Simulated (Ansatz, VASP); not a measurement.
# Cross-check of TaN between VASP and Ansatz, part 2 of 3

Aim: how closely do two programs agree when they are given the same cell, functional and k mesh? The cell is taken from a series of runs on this material, whose earlier steps may have relaxed, scaled, displaced or heated it; both programs get it as it stands.

VASP 6.6.1 and Ansatz 0.2.0.

So far: The structure; Ansatz: zone-centre phonons, PBEsol.

### Step 3. VASP: zone-centre phonons, PBEsol

Level of this step: PBEsol; plane waves and PAW (N, Ta_pv) (VASP).

The same cell, functional, mesh and smearing now go to VASP, with its own data sets.

Lines of VASP's logs that name or quote its potential files are left out, and so is its time.

The input, INCAR:

```
SYSTEM = TaN
PREC = Accurate
ENCUT = 600
EDIFF = 1E-08
NELM = 120
ISMEAR = 1
SIGMA = 0.2
LREAL = .FALSE.
ALGO = Normal
GGA = PS
NBANDS = 30
LASPH = .TRUE.
LORBIT = 11
LWAVE = .FALSE.
LCHARG = .FALSE.
ISIF = 2
IBRION = 8
GGA_COMPAT = .FALSE.
KPAR = 2
```

The input, POSCAR:

```
TaN
1.0
    5.1591989772      0.0000000000      0.0000000000
   -2.5795994886      4.4679973774      0.0000000000
    0.0000000000      0.0000000000      2.8876406325
N Ta
3 3
Direct
    0.3938938784      1.0000000000      0.0000000000
    0.6061061216      0.6061061216      0.0000000000
    1.0000000000      0.3938938784      0.0000000000
    0.3333333333      0.6666666667      0.5000000000
    0.6666666667      0.3333333333      0.5000000000
    1.0000000000      1.0000000000      0.0000000000
```

The input, KPOINTS:

```
Automatic mesh
0
Gamma
9 9 12
0 0 0
```

Potentials, in the order of the species: N and Ta_pv (PBE family, release 64).

Run with:

```bash
> mpirun -np 2 vasp_std
```

Log:

```text
[banner, memory and clock lines left out]
running    2 mpi-ranks, on    1 nodes
 distrk:  each k-point on    1 cores,    2 groups
 distr:  one band on    1 cores,    1 groups

 POSCAR found type information on POSCAR N Ta
 POSCAR found :  2 types and       6 ions
|                                                                             |
|               ----> ADVICE to this user running VASP <----                  |
|                                                                             |
|     You enforced a specific xc type in the INCAR file but a different       |
|     [... a line on the potential file left out ...]
|     I HOPE YOU KNOW WHAT YOU ARE DOING!                                     |
|                                                                             |

 LDA part: xc-table for (Slater+PW92), standard interpolation
 POSCAR, INCAR and KPOINTS ok, starting setup
 FFT: planning ... GRIDC
 FFT: planning ... GRID_SOFT
 FFT: planning ... GRID
 WAVECAR not read
 entering main loop
       N       E                     dE             d eps       ncg     rms          rms(c)
DAV:   1     0.482114560081E+03    0.48211E+03   -0.28773E+04  5040   0.188E+03
DAV:   2    -0.481620692667E+02   -0.53028E+03   -0.51100E+03  5778   0.519E+02
DAV:   3    -0.799078095148E+02   -0.31746E+02   -0.31239E+02  6166   0.122E+02
DAV:   4    -0.805931087456E+02   -0.68530E+00   -0.68012E+00  6250   0.173E+01
DAV:   5    -0.806095655323E+02   -0.16457E-01   -0.16441E-01  6242   0.210E+00    0.457E+01
DAV:   6    -0.717517525718E+02    0.88578E+01   -0.51343E+01  6544   0.405E+01    0.198E+01
DAV:   7    -0.715258729126E+02    0.22588E+00   -0.21221E+00  6066   0.883E+00    0.108E+01
DAV:   8    -0.714567920731E+02    0.69081E-01   -0.32740E-01  6082   0.382E+00    0.864E-01
DAV:   9    -0.714446426458E+02    0.12149E-01   -0.38965E-02  6382   0.147E+00    0.367E-01
DAV:  10    -0.714442755243E+02    0.36712E-03   -0.15097E-02  6428   0.641E-01    0.173E-01
DAV:  11    -0.714438830227E+02    0.39250E-03   -0.42496E-03  6442   0.370E-01    0.475E-02
DAV:  12    -0.714438474304E+02    0.35592E-04   -0.25412E-04  6306   0.969E-02    0.146E-02
DAV:  13    -0.714438469880E+02    0.44244E-06   -0.15330E-05  6972   0.236E-02    0.498E-03
DAV:  14    -0.714438468585E+02    0.12951E-06   -0.88190E-07  6426   0.638E-03    0.126E-03
DAV:  15    -0.714438467813E+02    0.77189E-07   -0.71651E-08  5756   0.206E-03    0.260E-04
DAV:  16    -0.714438467760E+02    0.52542E-08   -0.40796E-09  3996   0.520E-04
   1 F= -.71443847E+02 E0= -.71444896E+02  d E =0.314699E-02
 Linear response reoptimize wavefunctions to high precision
DAV:   1    -0.714438467741E+02    0.19400E-08   -0.65301E-10  4008   0.241E-04
DAV:   2    -0.714438467741E+02   -0.36380E-11   -0.12594E-10  3936   0.863E-05
 Linear response DOF=           7
 Linear response progress:
  Degree of freedom:   1/  7
       N       E                     dE             d eps       ncg     rms          rms(c)
RMM:   1    -0.253676213369E+00   -0.25368E+00    0.11706E-01 22382   0.240E+00
RMM:   2    -0.244780430465E+00    0.88958E-02   -0.12880E-02 17780   0.475E-01    0.380E-01
RMM:   3    -0.245759025235E+00   -0.97859E-03   -0.39776E-03 18003   0.216E-01    0.225E-01
RMM:   4    -0.246896163029E+00   -0.11371E-02   -0.69573E-04 17561   0.113E-01    0.656E-02
RMM:   5    -0.247191494710E+00   -0.29533E-03   -0.11057E-04 19524   0.417E-02    0.250E-02
RMM:   6    -0.247187195788E+00    0.42989E-05   -0.15408E-05 19677   0.158E-02    0.496E-03
RMM:   7    -0.247156091391E+00    0.31104E-04   -0.16620E-06 17924   0.595E-03    0.101E-03
RMM:   8    -0.247154420975E+00    0.16704E-05   -0.13847E-07 20653   0.203E-03    0.521E-04
RMM:   9    -0.247155982717E+00   -0.15617E-05   -0.51891E-07 20088   0.686E-04    0.186E-04
RMM:  10    -0.247155463917E+00    0.51880E-06    0.55071E-08 19894   0.324E-04    0.870E-05
RMM:  11    -0.247155672553E+00   -0.20864E-06   -0.78444E-08 20969   0.182E-04    0.218E-05
RMM:  12    -0.247155716293E+00   -0.43740E-07    0.73000E-09 21100   0.122E-04    0.546E-06
RMM:  13    -0.247155708274E+00    0.80185E-08   -0.21983E-08 21425   0.104E-04    0.248E-06
 first order change of Fermi-energy  -0.20291E-02
 force on displaced ion       1 direction 1 : -21.240  -0.000   0.000
 Linear response progress:
  Degree of freedom:   2/  7
       N       E                     dE             d eps       ncg     rms          rms(c)
RMM:   1    -0.252022591757E+00   -0.25202E+00    0.14433E-01 36701   0.241E+00
RMM:   2    -0.244047859194E+00    0.79747E-02   -0.15263E-02 29037   0.496E-01    0.407E-01
RMM:   3    -0.244897961032E+00   -0.85010E-03   -0.35991E-03 30438   0.233E-01    0.254E-01
RMM:   4    -0.245910202741E+00   -0.10122E-02   -0.72358E-04 27988   0.120E-01    0.836E-02
[...]
Linear response progress:
  Degree of freedom:   3/  7
       N       E                     dE             d eps       ncg     rms          rms(c)
RMM:   1    -0.236955395859E+00   -0.23696E+00    0.13531E-01 34707   0.237E+00
RMM:   2    -0.229642668852E+00    0.73127E-02   -0.10865E-02 27416   0.452E-01    0.238E-01
RMM:   3    -0.230639578208E+00   -0.99691E-03   -0.26227E-03 28440   0.198E-01    0.127E-01
RMM:   4    -0.231998770219E+00   -0.13592E-02   -0.88297E-04 27398   0.126E-01    0.298E-02
[...]
RMM:  20    -0.204621250452E+00    0.20978E-07   -0.37890E-07 39590   0.138E-04    0.217E-07
RMM:  21    -0.204621273935E+00   -0.23483E-07   -0.62248E-07 37092   0.136E-04    0.208E-07
RMM:  22    -0.204621255281E+00    0.18654E-07   -0.40916E-07 36636   0.136E-04    0.273E-07
RMM:  23    -0.204621267168E+00   -0.11887E-07   -0.52719E-07 37025   0.135E-04    0.276E-07
RMM:  24    -0.204621260546E+00    0.66219E-08   -0.42391E-07 37158   0.135E-04    0.217E-07
RMM:  25    -0.204621266390E+00   -0.58440E-08   -0.48677E-07 37510   0.135E-04    0.233E-07
 first order change of Fermi-energy  -0.41289E-03
 force on displaced ion       4 direction 1 : -28.592  -0.004   0.000
 Linear response progress:
  Degree of freedom:   5/  7
       N       E                     dE             d eps       ncg     rms          rms(c)
RMM:   1    -0.142907269750E+00   -0.14291E+00    0.10448E+01 10776   0.198E+01
RMM:   2    -0.168987444371E+00   -0.26080E-01   -0.39239E-02 17003   0.125E+00    0.136E-01
RMM:   3    -0.168370340248E+00    0.61710E-03   -0.72184E-03 18862   0.325E-01    0.735E-02
RMM:   4    -0.167757514677E+00    0.61283E-03   -0.97242E-04 21471   0.121E-01    0.266E-02
RMM:   5    -0.167552225506E+00    0.20529E-03   -0.81406E-05 21511   0.303E-02    0.726E-03
RMM:   6    -0.167496566268E+00    0.55659E-04   -0.37100E-05 20761   0.102E-02    0.133E-03
RMM:   7    -0.167494840094E+00    0.17262E-05   -0.13549E-05 21006   0.420E-03    0.485E-04
RMM:   8    -0.167494884018E+00   -0.43924E-07   -0.17338E-05 21059   0.194E-03    0.166E-04
RMM:   9    -0.167495798566E+00   -0.91455E-06   -0.11025E-05 22334   0.102E-03    0.736E-05
RMM:  10    -0.167496168313E+00   -0.36975E-06   -0.68192E-06 19976   0.645E-04    0.301E-05
RMM:  11    -0.167496429505E+00   -0.26119E-06   -0.46739E-06 21534   0.438E-04    0.173E-05
RMM:  12    -0.167496466019E+00   -0.36513E-07   -0.28787E-06 22431   0.305E-04    0.724E-06
RMM:  13    -0.167496500719E+00   -0.34700E-07   -0.20482E-06 22876   0.241E-04    0.524E-06
RMM:  14    -0.167496537304E+00   -0.36585E-07   -0.13661E-06 21732   0.204E-04    0.246E-06
RMM:  15    -0.167496538142E+00   -0.83740E-09   -0.10043E-06 23897   0.176E-04    0.210E-06
RMM:  16    -0.167496562922E+00   -0.24781E-07   -0.63345E-07 22334   0.161E-04    0.202E-06
RMM:  17    -0.167496523022E+00    0.39900E-07   -0.53788E-07 22843   0.151E-04    0.461E-06
RMM:  18    -0.167496511716E+00    0.11306E-07   -0.33661E-07 22809   0.141E-04    0.552E-06
RMM:  19    -0.167496522357E+00   -0.10641E-07   -0.32470E-07 22325   0.136E-04    0.536E-06
RMM:  20    -0.167496529571E+00   -0.72139E-08   -0.16680E-07 23675   0.133E-04    0.402E-06
RMM:  21    -0.167496531193E+00   -0.16223E-08   -0.20795E-07 22111   0.130E-04    0.457E-06
RMM:  22    -0.167496527819E+00    0.33740E-08   -0.95616E-08 22161   0.129E-04    0.468E-06
 first order change of Fermi-energy   0.20983E-03
 force on displaced ion       4 direction 3 :  -0.000   0.000 -23.763
 Linear response progress:
  Degree of freedom:   6/  7
       N       E                     dE             d eps       ncg     rms          rms(c)
RMM:   1    -0.178685922626E+00   -0.17869E+00    0.10794E+01 10837   0.188E+01
RMM:   2    -0.210338399947E+00   -0.31652E-01   -0.51913E-02 16672   0.127E+00    0.292E-01
RMM:   3    -0.210011896067E+00    0.32650E-03   -0.92195E-03 18919   0.306E-01    0.173E-01
RMM:   4    -0.209520771424E+00    0.49112E-03   -0.93731E-04 19682   0.131E-01    0.626E-02
RMM:   5    -0.209380913715E+00    0.13986E-03   -0.14240E-04 20798   0.433E-02    0.251E-02
RMM:   6    -0.209314604143E+00    0.66310E-04   -0.40875E-05 20624   0.183E-02    0.472E-03
RMM:   7    -0.209307893880E+00    0.67103E-05   -0.24045E-06 20533   0.106E-02    0.232E-03
RMM:   8    -0.209307218369E+00    0.67551E-06    0.43553E-06 20188   0.534E-03    0.616E-04
RMM:   9    -0.209309102820E+00   -0.18845E-05    0.32558E-06 20773   0.242E-03    0.620E-04
RMM:  10    -0.209309797760E+00   -0.69494E-06    0.11695E-06 20478   0.161E-03    0.170E-04
RMM:  11    -0.209310473531E+00   -0.67577E-06    0.14240E-06 21504   0.932E-04    0.248E-04
RMM:  12    -0.209310574533E+00   -0.10100E-06    0.72841E-07 20005   0.748E-04    0.229E-05
RMM:  13    -0.209310604518E+00   -0.29985E-07    0.88208E-07 21241   0.409E-04    0.286E-05
RMM:  14    -0.209310819213E+00   -0.21469E-06    0.30234E-07 21298   0.299E-04    0.276E-05
RMM:  15    -0.209310787820E+00    0.31393E-07    0.27430E-07 21666   0.248E-04    0.865E-06
RMM:  16    -0.209310900590E+00   -0.11277E-06   -0.34706E-09 22009   0.212E-04    0.336E-06
RMM:  17    -0.209310884396E+00    0.16194E-07    0.56930E-08 23287   0.182E-04    0.330E-06
RMM:  18    -0.209310910494E+00   -0.26098E-07   -0.77359E-08 22735   0.168E-04    0.175E-06
RMM:  19    -0.209310913195E+00   -0.27006E-08   -0.58091E-08 23403   0.158E-04    0.179E-06
 first order change of Fermi-energy  -0.37955E-03
 force on displaced ion       6 direction 1 : -28.845   0.000   0.000
 Linear response progress:
  Degree of freedom:   7/  7
       N       E                     dE             d eps       ncg     rms          rms(c)
RMM:   1    -0.128015876246E+00   -0.12802E+00    0.13010E+01  8090   0.168E+01
RMM:   2    -0.153433695615E+00   -0.25418E-01   -0.34316E-02 11051   0.101E+00    0.143E-01
RMM:   3    -0.152083303003E+00    0.13504E-02   -0.49148E-03 12652   0.258E-01    0.715E-02
RMM:   4    -0.151104708204E+00    0.97859E-03   -0.77849E-04 13829   0.112E-01    0.332E-02
RMM:   5    -0.150717329006E+00    0.38738E-03   -0.58074E-05 14446   0.316E-02    0.266E-03
RMM:   6    -0.150727576503E+00   -0.10247E-04   -0.77732E-06 13908   0.886E-03    0.137E-03
RMM:   7    -0.150732790210E+00   -0.52137E-05   -0.18753E-06 14710   0.303E-03    0.363E-04
RMM:   8    -0.150736056878E+00   -0.32667E-05   -0.75225E-07 14854   0.119E-03    0.749E-05
RMM:   9    -0.150736799921E+00   -0.74304E-06   -0.73372E-07 14889   0.647E-04    0.330E-05
RMM:  10    -0.150737102281E+00   -0.30236E-06   -0.44054E-07 15221   0.403E-04    0.157E-05
RMM:  11    -0.150737288372E+00   -0.18609E-06   -0.24827E-07 15144   0.282E-04    0.623E-06
RMM:  12    -0.150737316817E+00   -0.28445E-07   -0.17286E-07 15263   0.211E-04    0.549E-06
RMM:  13    -0.150737299039E+00    0.17778E-07   -0.99671E-08 14747   0.173E-04    0.951E-06
RMM:  14    -0.150737296267E+00    0.27724E-08   -0.71747E-08 14910   0.150E-04    0.107E-05
 first order change of Fermi-energy   0.54530E-03
 force on displaced ion       6 direction 3 :   0.000  -0.000 -11.752
 Linear response finished
```

(Continued in part 3 of 3.)

[Lines on the potential files, build, host, timing and source positions are cut from VASP's logs without a mark.]

[Logs are printed without paths, hosts, clocks, repeated set-up lines and the standing remarks that a program may print on its own settings, such as how far it seeks lower states.]

[Hosts, paths, dates, database ids (printed as entryN), source tags and the programs' standing remarks are cut or masked in the printed files.]
